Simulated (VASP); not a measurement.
All values below come from PBEsol GGA, VASP's PBE PAW potentials (set 64) (plane waves; VASP 6.6.1).

The input files of a VASP run:

### INCAR
```
# general
SYSTEM   =  HfN
PREC     =  Accurate
ENCUT    =  530
LREAL    =  .FALSE.
LASPH    =  .TRUE.

# electronic loop
EDIFF    =  1E-6
NELM     =  100
ALGO     =  Normal
LMAXMIX  =  6

# smearing
ISMEAR   =  1
SIGMA    =  0.1

# functional
GGA      =  PS

# ions
IBRION   =  2
NSW      =  60
ISIF     =  3
EDIFFG   =  -0.01

# output
LWAVE    =  .FALSE.
LCHARG   =  .FALSE.
```

File KPOINTS:
```
Automatic mesh
0
Gamma
13 13 13
0 0 0
```

### POSCAR
```
HfN
1
    0.0000000000     2.2600000000     2.2600000000
    2.2600000000     0.0000000000     2.2600000000
    2.2600000000     2.2600000000     0.0000000000
Hf N
1 1
Direct
  0.0000000000   0.0000000000   0.0000000000
  0.5000000000   0.5000000000   0.5000000000
```

POTCAR, in this order: Hf_pv N (PBE.64 set). Program: vasp_std.

Unless said otherwise, spin-orbit coupling is left out, though it shifts the bands of the heavy elements here.

**Question.** What does the run give for the energy per atom (σ→0), volume per atom, band gap (on the k-mesh)?

**Answer.** 
| Item | Value |
|---|---|
| energy per atom (σ→0) | -11.496 eV/atom |
| band gap (on the k-mesh) | none (metal, semimetal or under 0.01 eV) |
| volume per atom | 11.32 Å³/atom |

File OSZICAR:
```
...
DAV:   1    -0.230693228403E+02   -0.10863E+00   -0.21302E+00  1848   0.151E+01    0.517E+00
DAV:   2    -0.230106943440E+02    0.58628E-01   -0.99413E-02  1914   0.303E+00    0.242E+00
DAV:   3    -0.229931197557E+02    0.17575E-01   -0.38146E-02  2043   0.191E+00    0.150E+00
DAV:   4    -0.229925852512E+02    0.53450E-03   -0.21853E-03  2300   0.476E-01    0.922E-01
DAV:   5    -0.229925105232E+02    0.74728E-04   -0.26202E-04  2176   0.137E-01    0.905E-02
DAV:   6    -0.229925072727E+02    0.32506E-05   -0.20724E-05  2251   0.471E-02    0.217E-02
DAV:   7    -0.229925072581E+02    0.14588E-07   -0.81150E-07  1242   0.969E-03
   3 F= -.22992507E+02 E0= -.22992392E+02  d E =-.805192E-02
```

The compound is HfN in the rock salt structure. This run relaxes it. Symmetry was kept, so distortions that lower it aren't found. The electron count is odd and the run is not spin-polarised, which forces a metal.
